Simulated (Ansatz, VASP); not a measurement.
# SiO2 in two plane-wave programs, part 3 of 3

One calculation is typed for both programs; each brings its own data sets. How far apart do they land? The cell is taken from a series of runs on this material, whose earlier steps may have relaxed, scaled, displaced or heated it; both programs get it as it stands.

VASP 6.6.1 and Ansatz 0.2.0.

So far: The starting structure; VASP: zone-centre phonons, LDA.

## (3) Ansatz: zone-centre phonons, LDA

Level of this step: Ansatz beside VASP: Kohn-Sham DFT, plane waves, LDA (Ansatz).

Ansatz runs on its PAW soft_1 files.

The same cell, functional (in two slightly different forms) and mesh now go to Ansatz, which takes its cutoff from its data sets.

input.yaml

```yaml
crystal:
  lattice:
    - [4.2380110151, 0.0, 0.0]
    - [0.0, 4.2380110151, 0.0]
    - [0.0, 0.0, 2.6354352748]
  atoms:
    - { symbol: O, position: [0.692264669, 0.692264669, 0.0] }
    - { symbol: O, position: [0.192264669, 0.807735331, 0.5] }
    - { symbol: O, position: [0.307735331, 0.307735331, 0.0] }
    - { symbol: O, position: [0.807735331, 0.192264669, 0.5] }
    - { symbol: Si, position: [0.5, 0.5, 0.5] }
    - { symbol: Si, position: [0.0, 0.0, 0.0] }
kpoints:
  mp_grid: { grid: [8, 8, 8] }
hamiltonian:
  xc: lda
  pseudopotentials: { kind: paw, azcp: { folder: soft_1 }, xc_functional: pbe }
scf:
  occupations: { method: fixed }
output:
  eigenvalues: true
phonons:
  method: dfpt
  dielectric: true
  rigid_motions: translations
```

Run with:

```console
$ ansatz run input.yaml --threads 8 --pin off --max-ram 16384MiB --backend cpu --events-out ev --progress --plain --runs-dir out
```

Numbers of over 12 decimals in the logs are rounded to 6 here.

The program printed:

```text
Engine: ansatz 0.2.0, aarch64-unknown-linux-gnu
Pseudopotentials: kind: paw
Pseudopotential: O, paw, valence charge 6, recommended cutoff 420 eV (normal), soft_1/O.paw.azcp
Pseudopotential: Si, paw, valence charge 4, recommended cutoff 420 eV (normal), soft_1/Si.paw.azcp
Functional definition: SPW92
  exchange = slater_x
  correlation = pw_c
Crystal: 6 atoms, lattice volume = 47.334 Å³
Basis set: ecut = 420 eV, 921 PW (Γ), exchange–correlation on 60×60×36 points (8 copies of the dense FFT grid, shifted against one another)
Bands: 22, of which v1, the nominal top of the filled ones, is band 16 counted from 1 (15 counted from 0)
Symmetry: 16 space group operations
k-points: 260 of 512 (irreducible under 1 space group operation, time reversal used)
Non-local potential: O, projectors of the file, l = 0: 2, l = 1: 2, l = 2: 1
Non-local potential: Si, projectors of the file, l = 0: 2, l = 1: 2, l = 2: 1
PAW form: soft (Blöchl's): semilocal exchange-correlation on the pseudo side does not see the compensation charge
PAW frozen core: O, regenerated for the run's functional, and the local potential with it (the file was generated under x = pbe(κ = 0.804, μ = 0.219515), c = pbe(β = 0.066725))
PAW frozen core: Si, regenerated for the run's functional, and the local potential with it (the file was generated under x = pbe(κ = 0.804, μ = 0.219515), c = pbe(β = 0.066725))
PAW one-centre angular grid: O, 110 points (default); XC on 64 Gauss nodes
PAW one-centre angular grid: Si, 110 points (default); XC on 64 Gauss nodes
Initial density: superposition of atomic densities (chi_scale 0.1, normalization cell, long waves kept (reshape's long-wave potential 0.00 eV rms))
Initial wavefunctions: pseudopotential atomic-orbital guess
Functional: x = slater, c = lda
SCF iter   1: F=—  HF=-3447.413105 eV  |F-HF|=—  |Δ(HF+E_count)|=         —  Δρ=1.35e-1  dr2=6.95e0  ethr=3.10e-3  ⟨swp⟩=4.2  Hψ=25806  notcnv=0  defer=1024
preconditioner: auto → none  [insulator: Δε(μ)=6.586 eV  Ē_g=19.289 eV  n_scr=10 (ndim 8)  ℏωp=30.5 eV  f_vac=0.000  ε∞_Penn≈3.5]
SCF iter   2: F=—  HF=-3445.574820 eV  |F-HF|=—  |Δ(HF+E_count)|=    1.84e0  Δρ=6.34e-2  dr2=7.27e-1  ethr=3.10e-3  ⟨swp⟩=3.0  Hψ=13625  notcnv=0  defer=961
SCF iter   3: F=—  HF=-3445.388633 eV  |F-HF|=—  |Δ(HF+E_count)|=   1.86e-1  Δρ=2.18e-2  dr2=8.13e-2  ethr=2.27e-3  ⟨swp⟩=2.3  Hψ=10308  notcnv=0  defer=1023
SCF iter   4: F=—  HF=-3445.390232 eV  |F-HF|=—  |Δ(HF+E_count)|=   1.60e-3  Δρ=1.79e-3  dr2=5.22e-4  ethr=2.54e-4  ⟨swp⟩=2.0  Hψ=6401  notcnv=0  defer=1032
SCF iter   5: F=—  HF=-3445.390425 eV  |F-HF|=—  |Δ(HF+E_count)|=   1.92e-4  Δρ=2.23e-4  dr2=8.92e-6  ethr=1.63e-6  ⟨swp⟩=2.0  Hψ=9101  notcnv=0  defer=1030
SCF iter   6: F=—  HF=-3445.390431 eV  |F-HF|=—  |Δ(HF+E_count)|=   6.62e-6  Δρ=4.44e-5  dr2=4.71e-7  ethr=2.79e-8  ⟨swp⟩=2.0  Hψ=9432  notcnv=0  defer=486
SCF iter   7: F=—  HF=-3445.390431 eV  |F-HF|=—  |Δ(HF+E_count)|=   6.53e-7  Δρ=9.69e-6  dr2=2.50e-8  ethr=1.47e-9  ⟨swp⟩=2.0  Hψ=8291  notcnv=0  defer=445
SCF iter   8: F=—  HF=-3445.390431 eV  |F-HF|=—  |Δ(HF+E_count)|=   6.94e-9  Δρ=1.42e-6  dr2=5.08e-10  ethr=7.81e-11  ⟨swp⟩=2.0  Hψ=8393  notcnv=0  defer=445
SCF iter   9: F=-3445.390431 eV  HF=-3445.390431 eV  |F-HF|=7.28e-12  |Δ(HF+E_count)|=  1.19e-10  Δρ=2.18e-7  dr2=9.86e-12  ethr=1.00e-12  ⟨swp⟩=13.1  Hψ=38935  notcnv=0
SCF 1 converged in 9 iterations: F = -3445.390431 eV  dr2 = 9.86e-12
  greatest PAW one-centre occupation: 0.853 electrons in one spin orbital (limit 2), on the O atom at site 3 (counted from 0), in its partial waves of l = 0
DFPT response loops at Γ: preconditioner auto → none (the input reference at scf.mixing.eps_inf says where Resta's filter doesn't serve); β = 0.50; Broyden in place of MSR1
── the response to a field inside a basis, on 8×8×8 k-points: an SCF that follows is theirs, and a resumed run solves both again ──
Bands: 17, of which v1, the nominal top of the filled ones, is band 16 counted from 1 (15 counted from 0)
k-points: 40 of 512
Initial density: handed on by an earlier stage of this run
Initial wavefunctions: pseudopotential atomic-orbital guess (no wavefunctions were taken with the density)
Eigensolver: Dense (40 Hₖ)
SCF iter   1: F=—  HF=-3445.391877 eV  |F-HF|=—  |Δ(HF+E_count)|=         —  Δρ=7.55e-4  dr2=4.22e-5  ethr=1.00e-1
preconditioner: auto → none  [insulator: Δε(μ)=5.895 eV  Ē_g=15.980 eV  n_scr=10 (ndim 8)  ℏωp=30.5 eV  f_vac=0.000  ε∞_Penn≈4.7]
SCF iter   2: F=—  HF=-3445.391864 eV  |F-HF|=—  |Δ(HF+E_count)|=   1.25e-5  Δρ=3.19e-4  dr2=1.02e-5  ethr=1.32e-7
SCF iter   3: F=—  HF=-3445.391863 eV  |F-HF|=—  |Δ(HF+E_count)|=   1.17e-6  Δρ=1.27e-4  dr2=2.42e-6  ethr=3.19e-8
SCF iter   4: F=-3445.391862 eV  HF=-3445.391862 eV  |F-HF|=7.96e-11  |Δ(HF+E_count)|=   7.89e-7  Δρ=9.21e-6  dr2=1.16e-8  ethr=7.57e-9
SCF 1 converged in 4 iterations: F = -3445.391862 eV  dr2 = 1.16e-8
  greatest PAW one-centre occupation: 0.853 electrons in one spin orbital (limit 2), on the O atom at site 2 (counted from 0), in its partial waves of l = 0
DFPT response loops at Γ: mixed as the last ones told, above
SCF converged after 9 iterations
Free energy (F): -3445.390431 eV
Harris-Foulkes:  -3445.390431 eV  (|F-HF|=7.28e-12)
Internal energy: -3445.390431 eV  (E = F + TS)
E sigma→0 (E₀):  -3445.390431 eV
Fermi energy:    9.906552 eV
--- Per-component energies (eV) ---
  E_band       = 48.498037
  E_kinetic    = 781.538985
  E_local      = -1222.892764  (includes V_loc(G=0)·N_el)
  E_nonlocal   = 259.998661
  E_hartree    = 441.813967
  E_xc         = -399.452259
  E_vxc        = -466.409027  (∫ρ·V_xc dr)
  E_paw        = -1581.240199  (= ΣΔE_a)
  E_vpaw       = -187.369146  (= ΣTr[D̂ρ^β])
  E_aug_tail   = 0.003291  (compensation charges beyond the density's cutoff)
  E_ewald      = -1725.716461
  E_core_change = 0.556347  (= ΣΔE_core)
  E_smearing   = -0.000000  (= −TS)
  E_closure    = -0.000000  (closes the sum)
  Σ components = -3445.390431   (vs F -3445.390431, Δ=0.00e0)
--- Band table (eV; the first three rows and the last of 260) ---
  k-point 0: bands = [... 12 lower, 7.4311, 9.0211, 9.0211, 9.9066, 15.3888, 16.6954, 18.5233, 18.5233, ... 2 higher]
  k-point 1: bands = [... 12 lower, 6.6882, 8.8791, 8.8791, 9.7417, 16.0887, 17.8034, 19.3838, 19.3838, ... 2 higher]
  k-point 2: bands = [... 12 lower, 5.5072, 8.4191, 8.4191, 9.1961, 17.1609, 19.7202, 19.8881, 21.0657, ... 2 higher]
  k-point 259: bands = [... 12 lower, 8.0541, 8.0541, 8.3968, 8.3968, 16.8399, 16.8399, 20.3794, 20.3794, ... 2 higher]
--- Phonons (Γ-DFPT): 4 representative perturbations + reference, on 260 of 512 k-points (Σ response iterations 12) ---
  k mesh reduced under 1 symmetry operation, with k and −k counted as one. Each operation leaves every solved perturbation unchanged. A smaller set is not considered because the run solves the response to a homogeneous field
  ASR residual: 5.431e-5 → 0.000e0 eV/Å²; symmetrization residual: 1.126e-6 eV/Å²
  ASR residual per site (eV/Å²): 5.43e-5 5.43e-5 5.43e-5 5.43e-5 3.12e-5 3.12e-5
  Γ frequencies (cm⁻¹): 0.00 0.00 0.00 224.92 377.94 418.90 418.90 523.51 523.51 570.06 573.70 573.70 666.88 725.35 744.79 825.47 825.47 907.92
  ε∞ (high-frequency dielectric tensor):
        3.410661     0.000000     0.000000
        0.000000     3.410661     0.000000
        0.000000     0.000000     3.532235
  ε⁰ (static dielectric tensor: ions relaxed, cell fixed):
       13.439826    -0.000000     0.000000
       -0.000000    13.439826     0.000000
        0.000000     0.000000     8.677415
  ε⁰ − ε∞ (ionic part):
       10.029166    -0.000000     0.000000
       -0.000000    10.029166     0.000000
        0.000000     0.000000     5.145180
  softest optical mode at Γ: 224.92 cm⁻¹; the repairs (sum rule, projections) moved no ω² at Γ by more than (1.20 cm⁻¹)²
  Born effective charges Z* (e; rows j = field, columns β = displacement):
    site 0:
        -1.91398   -0.59741    0.00000
        -0.59741   -1.91398    0.00000
         0.00000    0.00000   -2.02864
    site 1:
        -1.91398    0.59741    0.00000
         0.59741   -1.91398    0.00000
         0.00000    0.00000   -2.02864
    site 2:
        -1.91398   -0.59741    0.00000
        -0.59741   -1.91398    0.00000
         0.00000    0.00000   -2.02864
    site 3:
        -1.91398    0.59741    0.00000
         0.59741   -1.91398    0.00000
         0.00000    0.00000   -2.02864
    site 4:
         3.82795   -0.41261    0.00000
        -0.41261    3.82795    0.00000
         0.00000    0.00000    4.05727
    site 5:
[...]
Z* charge neutrality: 2.772e-3 e pre-enforcement
  solved inside a basis spanned on kpoints, on 8×8×8 k-points, its susceptibility summed on 8×8×12: ε∞ is read to err by 8.4e-3, Z* by 1.5e-2 e (field_mesh: kpoints solves on kpoints); Z* is corrected for what the basis lacks
  optical modes at Γ without the LO–TO term, one row a degenerate level:
      ω (cm⁻¹)  modes    IR ((D/Å)²/amu)
[...]
optical modes at Γ + LO–TO along q̂ = [1.0000, 0.0000, 0.0000]:
      ω (cm⁻¹)  modes    IR ((D/Å)²/amu)
[...]
optical modes at Γ + LO–TO along q̂ = [0.0000, 1.0000, 0.0000]:
      ω (cm⁻¹)  modes    IR ((D/Å)²/amu)
[...]
optical modes at Γ + LO–TO along q̂ = [0.0000, 0.0000, 1.0000]:
      ω (cm⁻¹)  modes    IR ((D/Å)²/amu)
[...]
523.51      2             0.0087
        570.06      1             0.0000
        573.70      2             0.0000
        725.35      1             0.0000
        744.79      1             0.0000
        825.47      2            22.8527
        907.92      1             0.0000
       1045.25      1            50.7827
```

## (4) Side by side

Known differences besides the potentials themselves: fixed occupations in Ansatz, narrow Gaussian smearing in VASP; VASP's response is taken on the typed mesh, Ansatz refines its own for the field response alone; the cutoff is 420 eV in Ansatz and 600 eV in VASP; VASP's log shows a relativistic correction to its local exchange, Ansatz's none. Total energies have different zeros and are not compared.

Compared:

```csv
quantity,Ansatz,VASP,difference
ε∞ xx,3.41,3.39,+0.67 %
ε∞ yy,3.41,3.39,+0.67 %
ε∞ zz,3.53,3.51,+0.73 %
Born charge of O1 (mean of the diagonal) (e),-1.95,-1.94,-0.02
Born charge of Si5 (mean of the diagonal) (e),3.90,3.87,+0.03
optical mode 1 (cm⁻¹),224.9,226.1,-0.54 %
optical mode 2 (cm⁻¹),377.9,380.8,-0.74 %
optical mode 3 to 4 (cm⁻¹),418.9,424.7,-1.36 %
optical mode 5 to 6 (cm⁻¹),523.5,526.4,-0.54 %
optical mode 7 (cm⁻¹),570.1,574.2,-0.72 %
optical mode 8 to 9 (cm⁻¹),573.7,578.9,-0.91 %
optical mode 10 (cm⁻¹),666.9,674.3,-1.11 %
optical mode 11 (cm⁻¹),725.4,728.3,-0.40 %
optical mode 12 (cm⁻¹),744.8,752.2,-0.99 %
optical mode 13 to 14 (cm⁻¹),825.5,828.1,-0.32 %
optical mode 15 (cm⁻¹),907.9,911.2,-0.36 %
```

Modes are paired by rising frequency, not by their patterns, so a pair may set unlike modes beside each other; they are those without the splitting of longitudinal modes.

## (5) Summary of results

| Quantity | Value |
| --- | --- |
| r.m.s. difference of the optical zone-centre modes, each program's sorted by frequency (zone-centre phonons, LDA) | 4.5 cm⁻¹ |
| difference in optical mode 3 to 4 (zone-centre phonons, LDA) | -1.4 % |

**Reading.** The r.m.s. difference of the optical zone-centre modes, each program's sorted by frequency is 4.5 cm⁻¹ (zone-centre phonons, LDA). Among the rows given in per cent, the largest difference of the zone-centre phonons, LDA pair is in optical mode 3 to 4, -1.4 %. Such differences can come from data sets, numerical settings and the points named under the comparisons, not from the functional's error against experiment.

[Lines on the potential files, build, host, timing and source positions are cut from VASP's logs without a mark.]

[Logs are printed without paths, hosts, clocks, repeated set-up lines and the standing remarks that a program may print on its own settings, such as how far it seeks lower states.]

[Hosts, paths, dates, database ids (printed as entryN), source tags and the programs' standing remarks are cut or masked in the printed files.]
